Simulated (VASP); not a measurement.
A convergence study with VASP on SrTiO₃ (cubic perovskite): one setting is varied, all else stays as given below, so the limit is that of these other settings.

```
SrTiO3
1.0
    3.90500     0.00000     0.00000
    0.00000     3.90500     0.00000
    0.00000     0.00000     3.90500
Sr Ti O
1 1 3
Direct
  0.00000   0.00000   0.00000
  0.50000   0.50000   0.50000
  0.50000   0.00000   0.50000
  0.00000   0.50000   0.50000
  0.50000   0.50000   0.00000
```

Method: LDA (Ceperley-Alder, Perdew-Zunger), VASP's LDA PAW potentials (set 64) (plane waves; VASP). The tightest run used: 700 eV cut-off, 14×14×14 Γ-centred mesh, Gaussian smearing of 0.050 eV, potentials Sr_sv Ti_sv O.

Gaps are read on the run's mesh, which can miss a band edge.

### Question
The settings run are 2×2×2 mesh; 3×3×3 mesh; 5×5×5 mesh; 6×6×6 mesh; 7×7×7 mesh; 8×8×8 mesh; 9×9×9 mesh; 10×10×10 mesh; 11×11×11 mesh; 12×12×12 mesh; 13×13×13 mesh; 14×14×14 mesh. From which on does the stress (every component) stay within 0.5 GPa of the tightest run?

### Answer
From 3×3×3 mesh on: it is off by 0.33 there and by no more than 0.5 in any finer run, while 2×2×2 mesh is off by 2.46.
```tsv
setting	E (eV/atom)	pressure (GPa)	gap on the mesh (eV)	irreducible k-points	difference judged (GPa)
2×2×2 mesh	-8.6746	-4.08	1.366	4	2.46
3×3×3 mesh	-8.8100	-6.22	1.992	4	0.33
5×5×5 mesh	-8.8308	-6.54	1.874	10	0.01
6×6×6 mesh	-8.8313	-6.55	1.751	20	0.00
7×7×7 mesh	-8.8314	-6.55	1.818	20	0.00
8×8×8 mesh	-8.8315	-6.55	1.752	35	0.00
9×9×9 mesh	-8.8315	-6.55	1.793	35	0.00
10×10×10 mesh	-8.8314	-6.55	1.752	56	0.00
11×11×11 mesh	-8.8315	-6.55	1.780	56	0.00
12×12×12 mesh	-8.8315	-6.55	1.752	84	0.00
13×13×13 mesh	-8.8315	-6.55	1.772	84	0.00
14×14×14 mesh	-8.8315	-6.55	1.752	120	0.00
```

Left out are rungs that failed or repeat a setting and relaxations that didn't move; long series are thinned to 24 rows.

The compound is SrTiO3 in the cubic perovskite structure, the ideal cubic form; the compound distorts at low or room temperature. The cell was not relaxed at this level.
